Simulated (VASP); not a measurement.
## Ruthenium: cell size against the level of theory

How close do the usual functionals, with and without dispersion, come to the cell of Ruthenium? The levels: PBE, LDA, r2SCAN and PBE + D3(BJ). The start is a cell from a database of measured crystal structures.

Calculated with VASP 6.6.1; PBE; plane waves and PAW (Ru_pv), in the first sound run; inputs show where later runs differ.

**Measured values to reproduce.**

“A solution for 4-propylguaiacol hydrodeoxygenation without ring saturation” (2024, pmc:11283461) quotes from earlier work for Ru, hexagonal close-packed (bulk Ru, literature reference value): lattice constant a (a = b of bulk hcp Ru, quoted experimental value) 2.706 Å [Quoted literature experimental value in the paper's computational methods; no source or …].

## 1. Set-up

Before any relaxation, the start is as follows. It takes space group P6_3/mmc (No. 194, hexagonal). Conventional cell: a = 2.706 Å, b = 2.706 Å, c = 4.282 Å, α = 90.00°, β = 90.00°, γ = 120.00°. Ru has 12 Ru at 2.65 to 2.71 Å nearest.

Coordinates:

```xyz
2
Lattice="2.7058 0.0000 0.0000 -1.3529 2.3433 0.0000 0.0000 0.0000 4.2819" Properties=species:S:1:pos:R:3 pbc="T T T"
Ru    0.0000    1.5622    1.0705
Ru    1.3529    0.7811    3.2114
```

## 2. Relaxation with PBE

The start need not lie at this functional's minimum. ISIF = 3 frees volume, shape and positions, and EDIFFG sets the threshold on forces and stress at which the search stops. PBE, the usual starting point, adds the gradient of the density.

Input file INCAR:

```
SYSTEM = Ru
PREC = Accurate
ENCUT = 520
EDIFF = 1E-06
NELM = 100
ISMEAR = -1
SIGMA = 0.05
LREAL = .FALSE.
ALGO = Normal
GGA = PE
NBANDS = 20
LASPH = .TRUE.
LORBIT = 11
LWAVE = .FALSE.
LCHARG = .FALSE.
KPAR = 2
IBRION = 2
NSW = 60
ISIF = 3
EDIFFG = -0.01
```

Input file POSCAR:

```
Ru
1.0
    2.7058000000      0.0000000000      0.0000000000
   -1.3529000000      2.3432915376      0.0000000000
    0.0000000000      0.0000000000      4.2819000000
Ru
2
Direct
    0.3333333333      0.6666666667      0.2500000000
    0.6666666667      0.3333333333      0.7500000000
```

Input file KPOINTS:

```
Automatic mesh
0
Gamma
9 9 5
0 0 0
```

Potentials, in the order of the species: Ru_pv (PBE family, release 64).

On the command line:

```sh
mpirun -np 2 vasp_std
```

The log of the run:

```text
[banner, memory and clock lines left out]
running    2 mpi-ranks, on    1 nodes
 distrk:  each k-point on    1 cores,    2 groups
 distr:  one band on    1 cores,    1 groups

 POSCAR found type information on POSCAR Ru
 POSCAR found :  1 types and       2 ions
 LDA part: xc-table for (Slater+PW92), standard interpolation
 POSCAR, INCAR and KPOINTS ok, starting setup
 FFT: planning ... GRIDC
 FFT: planning ... GRID_SOFT
 FFT: planning ... GRID
 WAVECAR not read
 entering main loop
       N       E                     dE             d eps       ncg     rms          rms(c)
DAV:   1     0.286898029882E+03    0.28690E+03   -0.17699E+04  1440   0.156E+03
DAV:   2    -0.134868494485E+02   -0.30038E+03   -0.29119E+03  1468   0.461E+02
DAV:   3    -0.197958185737E+02   -0.63090E+01   -0.62636E+01  1628   0.740E+01
DAV:   4    -0.198449446790E+02   -0.49126E-01   -0.49101E-01  1812   0.615E+00
DAV:   5    -0.198456420465E+02   -0.69737E-03   -0.69662E-03  1612   0.650E-01    0.177E+01
DAV:   6    -0.185863656260E+02    0.12593E+01   -0.28785E+00  1612   0.172E+01    0.480E+00
DAV:   7    -0.185014209989E+02    0.84945E-01   -0.43677E-01  1676   0.526E+00    0.102E+00
DAV:   8    -0.184954273386E+02    0.59937E-02   -0.25221E-02  1608   0.108E+00    0.356E-01
DAV:   9    -0.184946248450E+02    0.80249E-03   -0.22352E-03  1640   0.519E-01    0.403E-02
DAV:  10    -0.184946187040E+02    0.61410E-05   -0.19996E-04  1592   0.145E-01    0.344E-02
DAV:  11    -0.184946142592E+02    0.44449E-05   -0.19475E-05  1680   0.422E-02    0.206E-03
DAV:  12    -0.184946141249E+02    0.13423E-06   -0.25807E-07   988   0.488E-03
   1 F= -.18494614E+02 E0= -.18488130E+02  d E =-.184946E+02
 curvature:   0.00 expect dE= 0.000E+00 dE for cont linesearch  0.000E+00
 trial: gam= 0.00000 g(F)=  0.398E-47 g(S)=  0.366E-01 ort = 0.000E+00 (trialstep = 0.100E+01)
 search vector abs. value=  0.366E-01
 bond charge predicted
       N       E                     dE             d eps       ncg     rms          rms(c)
DAV:   1    -0.196839507029E+02   -0.11893E+01   -0.25588E+01  1496   0.571E+01    0.765E+00
DAV:   2    -0.184674904309E+02    0.12165E+01   -0.36438E+00  1448   0.181E+01    0.184E+00
DAV:   3    -0.184510504709E+02    0.16440E-01   -0.16114E-01  1552   0.344E+00    0.767E-01
DAV:   4    -0.184599222780E+02   -0.88718E-02   -0.73437E-03  1584   0.826E-01    0.295E-01
DAV:   5    -0.184617908693E+02   -0.18686E-02   -0.15263E-03  1680   0.291E-01    0.645E-02
DAV:   6    -0.184617785487E+02    0.12321E-04   -0.48504E-05  1624   0.603E-02    0.720E-03
DAV:   7    -0.184617792693E+02   -0.72066E-06   -0.10396E-06  1248   0.714E-03
   2 F= -.18461779E+02 E0= -.18454843E+02  d E =0.328349E-01
[...]
3 F= -.18499255E+02 E0= -.18492662E+02  d E =-.464091E-02
[...]
4 F= -.18499255E+02 E0= -.18492664E+02  d E =-.464098E-02
[...]
5 F= -.18499261E+02 E0= -.18492602E+02  d E =-.635785E-05
 trial-energy change:   -0.000006  1 .order   -0.000007   -0.000029    0.000014
 step:   0.5728(harm=  0.5728)  dis= 0.00000  next Energy=   -18.499265 (dE=-0.968E-05)
 bond charge predicted
       N       E                     dE             d eps       ncg     rms          rms(c)
DAV:   1    -0.184992859022E+02   -0.24477E-04   -0.79928E-04  1484   0.223E-01    0.286E-02
DAV:   2    -0.184992685084E+02    0.17394E-04   -0.23698E-05  1516   0.417E-02    0.112E-02
DAV:   3    -0.184992650561E+02    0.34523E-05   -0.93961E-06  1628   0.207E-02    0.264E-03
DAV:   4    -0.184992651582E+02   -0.10208E-06   -0.26955E-07   840   0.626E-03
   6 F= -.18499265E+02 E0= -.18492627E+02  d E =-.100550E-04
 curvature:  -0.29 expect dE=-0.444E-06 dE for cont linesearch -0.245E-06
 trial: gam= 0.00000 g(F)=  0.954E-49 g(S)=  0.155E-05 ort =-0.538E-05 (trialstep = 0.795E+00)
 search vector abs. value=  0.155E-05
 reached required accuracy - stopping structural energy minimisation
```

Wall time 23 s (2 MPI ranks of Intel Xeon Platinum 8259CL at 2.50GHz (Skylake/Cascade Lake), shared host); peak memory 0.27 GiB; 44 s of CPU time.

Lines that name or quote the potential files are left out of all logs, and their timing lines are given in words.

From OUTCAR (step 2):

```text
ion  position               nearest neighbor table
   1  0.333  0.667  0.250-   2 2.65   2 2.65   2 2.65   2 2.65   2 2.65   2 2.65
   2  0.667  0.333  0.750-   1 2.65   1 2.65   1 2.65   1 2.65   1 2.65   1 2.65

  LATTYP: Found a hexagonal cell.
 ALAT       =     2.7058000000
 C/A-ratio  =     1.5824894671

 Subroutine GETGRP returns: Found 24 space group operations
 (whereof 12 operations were pure point group operations)

The static configuration has the point symmetry D_3d.
 The point group associated with its full space group is D_6h.

 Found     36 irreducible k-points:

   k-points           NKPTS =     36   k-points in BZ     NKDIM =     36   number of bands    NBANDS=     20

   dimension x,y,z NGX =    20 NGY =   20 NGZ =   32
   dimension x,y,z NGXF=    40 NGYF=   40 NGZF=   64

   ENCUT  =  520.0 eV  38.22 Ry    6.18 a.u.   5.03  5.03  7.96*2*pi/ulx,y,z

   NELECT =      28.0000    total number of electrons

 k-points in reciprocal lattice and weights: Automatic mesh
   0.00000000  0.00000000  0.00000000       0.002
   0.11111111 -0.00000000  0.00000000       0.015
   0.22222222  0.00000000  0.00000000       0.015
   0.33333333  0.00000000  0.00000000       0.015
   0.44444444  0.00000000  0.00000000       0.015
   0.11111111  0.11111111  0.00000000       0.015
   0.22222222  0.11111111  0.00000000       0.030
   0.33333333  0.11111111  0.00000000       0.030
   0.44444444  0.11111111  0.00000000       0.015
[...]
0.33333333  0.22222222  0.40000000       0.059
   0.33333333  0.33333333  0.40000000       0.010

 average (electrostatic) potential at core
       1 -67.4424       2 -67.4424

 E-fermi :  12.6985

 k-point     1 :       0.0000    0.0000    0.0000
  band No.  band energies     occupation
    ...
     11      10.2396      2.00000
     12      10.7161      2.00000
     13      10.7161      2.00000
     14      11.2383      2.00000
     15      11.2383      2.00000
     16      13.7633      0.00000
     17      13.7633      0.00000
     18      13.8994      0.00000
     19      22.7606      0.00000
     20      23.0233      0.00000

 k-point     2 :       0.1111   -0.0000    0.0000
  band No.  band energies     occupation
    ...
     12      10.7266      2.00000
     13      10.7705      2.00000
     14      10.9817      2.00000
     15      11.0470      2.00000
     16      11.9383      2.00000
     17      13.9176      0.00000
     18      16.4127      0.00000
     19      22.6934      0.00000
     20      23.0233      0.00000

 k-point     3 :       0.2222    0.0000    0.0000
  band No.  band energies     occupation
    ...
     12      10.4510      2.00000
     13      11.2246      2.00000
     14      11.4137      2.00000
     15      11.6629      2.00000
     16      11.9601      2.00000
     17      14.1888      0.00000
     18      19.2131      0.00000
     19      22.4962      0.00000
     20      23.0266      0.00000

  Total        0.0005121      0.0005121      0.0079887      0.0000000      0.0000000      0.0000000
  in kB        0.0298294      0.0298294      0.4653450      0.0000000      0.0000000      0.0000000
  external PRESSURE =       0.1750013 kB  Pullay stress =       0.0000000 kB

  energy-cutoff  :      520.00
  volume of cell :       27.50
      direct lattice vectors                 reciprocal lattice vectors
     2.718163806  0.000000000  0.000000000     0.367895414  0.212404517  0.000000000
    -1.359081903  2.353998907  0.000000000    -0.000000000  0.424809033  0.000000000
     0.000000000 -0.000000000  4.298605900     0.000000000  0.000000000  0.232633562

 POSITION                                       TOTAL-FORCE (eV/Angst)
 -----------------------------------------------------------------------------------
     -0.00000      1.56933      1.07465         0.000000     -0.000000      0.000000
      1.35908      0.78467      3.22395        -0.000000      0.000000      0.000000
 -----------------------------------------------------------------------------------
    total drift:                               -0.000000      0.000000     -0.000000

  FREE ENERGIE OF THE ION-ELECTRON SYSTEM (eV)
  ---------------------------------------------------
  free  energy   TOTEN  =       -18.4992651582 eV

  energy  without entropy=      -18.4859884936  energy(sigma->0) =      -18.49262683

 reached required accuracy - stopping structural energy minimisation

 total charge
# of ion       s       p       d       tot
------------------------------------------
    1        0.401   6.307   5.934  12.642
    2        0.401   6.307   5.934  12.642
--------------------------------------------------
tot          0.802  12.613  11.868  25.283

[... 3 further parts left out ...]
```

The k-mesh is coarse for a metal. The run keeps the 24 symmetry operations of its start, so it cannot find a distortion of lower symmetry.

The steps of the relaxation:

```csv
step,energy less that of the first step (eV),largest force (eV/Å),pressure (GPa),volume (Å³)
1,0.0000,0.0000,4.20,27.15
2,0.0328,0.0000,-10.89,28.57
3,-0.0046,0.0000,-0.04,27.51
4,-0.0046,0.0000,0.01,27.50
5,-0.0046,0.0000,0.04,27.51
6,-0.0047,0.0000,0.02,27.50
```

```csv
"conventional cell, symmetrised",before,after,change
a (Å),2.706,2.718,+0.5 %
b (Å),2.706,2.718,+0.5 %
c (Å),4.282,4.299,+0.4 %
volume (Å³/atom),13.57,13.75,+1.3 %
```

The relaxed structure:

```cif
data_structure
_symmetry_space_group_name_H-M 'P 1'
_symmetry_Int_Tables_number 1
_cell_length_a 2.7182
_cell_length_b 2.7182
_cell_length_c 4.2986
_cell_angle_alpha 90.000
_cell_angle_beta 90.000
_cell_angle_gamma 120.000
_cell_volume 27.50
loop_
_atom_site_label
_atom_site_type_symbol
_atom_site_fract_x
_atom_site_fract_y
_atom_site_fract_z
_atom_site_occupancy
Ru1 Ru 0.33333 0.66667 0.25000 1
Ru2 Ru 0.66667 0.33333 0.75000 1
```

Numbers from this step:

| Quantity | Value |
| --- | --- |
| electrons | 28 |
| bands | 20 |
| irreducible k-points | 36 |
| symmetry operations | 24 |
| free energy (TOTEN) | -18.50 eV |
| energy at zero smearing | -18.49 eV |
| Fermi energy | 12.70 eV |
| pressure | 0.01750 GPa |
| metallic, judged on the points sampled | yes |
| SCF cycles over all ionic steps | 37 |

It ends with forces that vanish by symmetry and a pressure of 0.02 GPa. The volume lies +1.3 % from that of the database's start. The conventional cell has a = 2.718 and c = 4.299 Å.

## 3. Relaxation with LDA

This step: LDA; plane waves and PAW (Ru_pv) (VASP 6.6.1).

LDA, the lowest rung, knows the local density alone.

Edit INCAR of step 2 so:

```diff
@@ -9,3 +9,3 @@
 ALGO = Normal
-GGA = PE
+GGA = CA
 NBANDS = 20
```

POSCAR is that of step 2.

KPOINTS is that of step 2.

On the command line:

```sh
mpirun -np 2 vasp_std
```

The log of the run:

```text
[banner, memory and clock lines left out]
running    2 mpi-ranks, on    1 nodes
 distrk:  each k-point on    1 cores,    2 groups
 distr:  one band on    1 cores,    1 groups

 POSCAR found type information on POSCAR Ru
 POSCAR found :  1 types and       2 ions
|                                                                             |
|               ----> ADVICE to this user running VASP <----                  |
|                                                                             |
|     You enforced a specific xc type in the INCAR file but a different       |
|     [... a line on the potential file left out ...]
|     I HOPE YOU KNOW WHAT YOU ARE DOING!                                     |
|                                                                             |

 LDA part: xc-table for (Slater(with rela. corr.)+CA(PZ))
 , standard interpolation
 POSCAR, INCAR and KPOINTS ok, starting setup
 FFT: planning ... GRIDC
 FFT: planning ... GRID_SOFT
 FFT: planning ... GRID
 WAVECAR not read
 entering main loop
       N       E                     dE             d eps       ncg     rms          rms(c)
DAV:   1     0.283530656539E+03    0.28353E+03   -0.17633E+04  1440   0.155E+03
DAV:   2    -0.168432926327E+02   -0.30037E+03   -0.29117E+03  1468   0.461E+02
DAV:   3    -0.231931971257E+02   -0.63499E+01   -0.63029E+01  1628   0.741E+01
DAV:   4    -0.232427338649E+02   -0.49537E-01   -0.49510E-01  1836   0.612E+00
DAV:   5    -0.232434236286E+02   -0.68976E-03   -0.68897E-03  1608   0.638E-01    0.205E+01
DAV:   6    -0.215373782965E+02    0.17060E+01   -0.39873E+00  1696   0.199E+01    0.478E+00
DAV:   7    -0.214488796931E+02    0.88499E-01   -0.80351E-01  1668   0.613E+00    0.763E-01
DAV:   8    -0.214399123191E+02    0.89674E-02   -0.23884E-02  1608   0.132E+00    0.444E-01
DAV:   9    -0.214367674788E+02    0.31448E-02   -0.41931E-03  1660   0.742E-01    0.689E-02
DAV:  10    -0.214367367306E+02    0.30748E-04   -0.30872E-04  1600   0.175E-01    0.205E-02
DAV:  11    -0.214367429214E+02   -0.61908E-05   -0.73096E-06  1708   0.257E-02    0.353E-03
DAV:  12    -0.214367429266E+02   -0.52109E-08   -0.62109E-07   996   0.753E-03
   1 F= -.21436743E+02 E0= -.21430309E+02  d E =-.214367E+02
 curvature:   0.00 expect dE= 0.000E+00 dE for cont linesearch  0.000E+00
 trial: gam= 0.00000 g(F)=  0.165E-47 g(S)=  0.278E+00 ort = 0.000E+00 (trialstep = 0.100E+01)
 search vector abs. value=  0.278E+00
 bond charge predicted
       N       E                     dE             d eps       ncg     rms          rms(c)
DAV:   1    -0.295953961836E+02   -0.81587E+01   -0.18902E+02  1556   0.150E+02    0.427E+01
DAV:   2    -0.214511386754E+02    0.81443E+01   -0.20135E+01  1488   0.476E+01    0.545E+00
DAV:   3    -0.209880985725E+02    0.46304E+00   -0.18223E+00  1620   0.126E+01    0.624E+00
DAV:   4    -0.210415701435E+02   -0.53472E-01   -0.23145E-01  1584   0.294E+00    0.243E+00
DAV:   5    -0.210550550496E+02   -0.13485E-01   -0.11886E-02  1684   0.855E-01    0.242E-01
DAV:   6    -0.210549278614E+02    0.12719E-03   -0.11083E-03  1548   0.356E-01    0.635E-02
DAV:   7    -0.210548738348E+02    0.54027E-04   -0.17863E-04  1552   0.124E-01    0.187E-02
DAV:   8    -0.210548719078E+02    0.19271E-05   -0.49537E-06  1576   0.209E-02    0.563E-03
DAV:   9    -0.210548718600E+02    0.47798E-07   -0.41130E-07   856   0.695E-03
   2 F= -.21054872E+02 E0= -.21049173E+02  d E =0.381871E+00
[...]
3 F= -.21470346E+02 E0= -.21464092E+02  d E =-.336033E-01
[...]
4 F= -.21470421E+02 E0= -.21464174E+02  d E =-.336784E-01
[...]
5 F= -.21470417E+02 E0= -.21464173E+02  d E =-.336743E-01
[...]
6 F= -.21470379E+02 E0= -.21464230E+02  d E =0.384883E-04
 trial-energy change:    0.000038  1 .order    0.000046   -0.000100    0.000191
 step:   0.3204(harm=  0.2906)  dis= 0.00000  next Energy=   -21.470436 (dE=-0.192E-04)
 bond charge predicted
       N       E                     dE             d eps       ncg     rms          rms(c)
DAV:   1    -0.214710341769E+02   -0.65627E-03   -0.15293E-02  1504   0.125E+00    0.211E-01
DAV:   2    -0.214704650116E+02    0.56917E-03   -0.14561E-03  1488   0.378E-01    0.411E-02
DAV:   3    -0.214704331264E+02    0.31885E-04   -0.10433E-04  1584   0.862E-02    0.216E-02
DAV:   4    -0.214704343691E+02   -0.12427E-05   -0.91327E-06  1672   0.243E-02    0.508E-03
DAV:   5    -0.214704347536E+02   -0.38451E-06   -0.96072E-07  1008   0.949E-03
   7 F= -.21470435E+02 E0= -.21464226E+02  d E =-.175274E-04
 curvature:  -0.14 expect dE=-0.149E-05 dE for cont linesearch -0.740E-07
 trial: gam= 0.02180 g(F)=  0.108E-46 g(S)=  0.103E-04 ort = 0.774E-05 (trialstep = 0.743E+00)
 search vector abs. value=  0.107E-04
 reached required accuracy - stopping structural energy minimisation
```

It took 25 s on 2 MPI ranks; peak memory 0.26 GiB.

OUTCAR, selected parts (step 3):

```text
 Found     36 irreducible k-points:

   NELECT =      28.0000    total number of electrons

 E-fermi :  13.3061

 k-point     1 :       0.0000    0.0000    0.0000
  band No.  band energies     occupation
    ...
     11      10.6340      2.00000
     12      11.1562      2.00000
     13      11.1562      2.00000
     14      11.7293      2.00000
     15      11.7293      2.00000
     16      14.4562      0.00000
     17      14.4562      0.00000
     18      14.5448      0.00000
     19      23.1820      0.00000
     20      23.2288      0.00000

 k-point     2 :       0.1111   -0.0000    0.0000
  band No.  band energies     occupation
    ...
     12      11.1750      2.00000
     13      11.2069      2.00000
     14      11.4495      2.00000
     15      11.5138      2.00000
     16      12.4974      2.00000
     17      14.6288      0.00000
     18      17.2244      0.00000
     19      23.1778      0.00000
     20      23.2287      0.00000

  Total       -0.0138272     -0.0138272      0.0066816     -0.0000000      0.0000000      0.0000000
  in kB       -0.8439858     -0.8439858      0.4078327     -0.0000000      0.0000000      0.0000000
  external PRESSURE =      -0.4267130 kB  Pullay stress =       0.0000000 kB

  energy-cutoff  :      520.00
  volume of cell :       26.25
      direct lattice vectors                 reciprocal lattice vectors
     2.675751395 -0.000000000  0.000000000     0.373726798  0.215771267  0.000000000
    -1.337875698  2.317268683 -0.000000000     0.000000000  0.431542534  0.000000000
     0.000000000 -0.000000000  4.233376887     0.000000000  0.000000000  0.236218042

 POSITION                                       TOTAL-FORCE (eV/Angst)
 -----------------------------------------------------------------------------------
     -0.00000      1.54485      1.05834         0.000000      0.000000      0.000000
      1.33788      0.77242      3.17503        -0.000000     -0.000000      0.000000
 -----------------------------------------------------------------------------------
    total drift:                               -0.000000      0.000000     -0.000000

  FREE ENERGIE OF THE ION-ELECTRON SYSTEM (eV)
  ---------------------------------------------------
  free  energy   TOTEN  =       -21.4704347536 eV

  energy  without entropy=      -21.4580169594  energy(sigma->0) =      -21.46422586

 total charge
# of ion       s       p       d       tot
------------------------------------------
    1        0.410   6.341   5.992  12.743
    2        0.410   6.341   5.992  12.743
--------------------------------------------------
tot          0.820  12.683  11.985  25.487

[... 9 parts as in an earlier step ...]

[... 5 further parts left out ...]
```

CONTCAR:

```
Ru
   1.00000000000000
     2.6757513953347130   -0.0000000000000000    0.0000000000000000
    -1.3378756976673565    2.3172686826102509   -0.0000000000000000
     0.0000000000000000   -0.0000000000000000    4.2333768872528301
  Ru
     2
Direct
     0.3333333332999970    0.6666666667000030    0.2500000000000000
     0.6666666667000030    0.3333333332999970    0.7500000000000000
```

The PAW data sets were made with PBE, though LDA sets exist; this is a small mismatch.

Relaxation path:

```csv
step,energy less that of the first step (eV),largest force (eV/Å),pressure (GPa),volume (Å³)
1,0.0000,0.0000,-11.56,27.15
2,0.3819,0.0000,53.49,23.48
3,-0.0336,0.0000,-0.60,26.29
4,-0.0337,0.0000,-0.07,26.25
5,-0.0337,0.0000,0.16,26.23
6,-0.0336,0.0000,-0.51,26.28
7,-0.0337,0.0000,-0.04,26.25
```

```csv
"conventional cell, symmetrised",before,after,change
a (Å),2.706,2.676,-1.1 %
b (Å),2.706,2.676,-1.1 %
c (Å),4.282,4.233,-1.1 %
volume (Å³/atom),13.57,13.12,-3.3 %
```

Final coordinates:

```
Ru
1.0
     2.67575    0.00000    0.00000
    -1.33788    2.31727    0.00000
     0.00000    0.00000    4.23338
Ru
2
Direct
  0.33333 0.66667 0.25000
  0.66667 0.33333 0.75000
```

Numbers from this step:

* free energy (TOTEN): -21.47 eV
* energy at zero smearing: -21.46 eV
* Fermi energy: 13.31 eV
* pressure: -0.04267 GPa
* SCF cycles over all ionic steps: 49

It ends at 13.12 Å³/atom, -3.3 % from the start, with -0.04 GPa left. The conventional cell has a = 2.676 and c = 4.233 Å.

(Part 1 of 2 ends here.)

[Lines on the potential files, build, host, timing and source positions are cut from VASP's logs without a mark.]

[Logs are printed without paths, hosts, clocks, repeated set-up lines and the standing remarks that a program may print on its own settings, such as how far it seeks lower states.]

[Hosts, paths, dates, database ids (printed as entryN), source tags and the programs' standing remarks are cut or masked in the printed files.]

[A measured line is paired with the nearest computed mode of its activity, which favours agreement.]

[In band tables of VASP the shares of atoms and orbitals are scaled to a sum of 1 inside the atoms' spheres.]
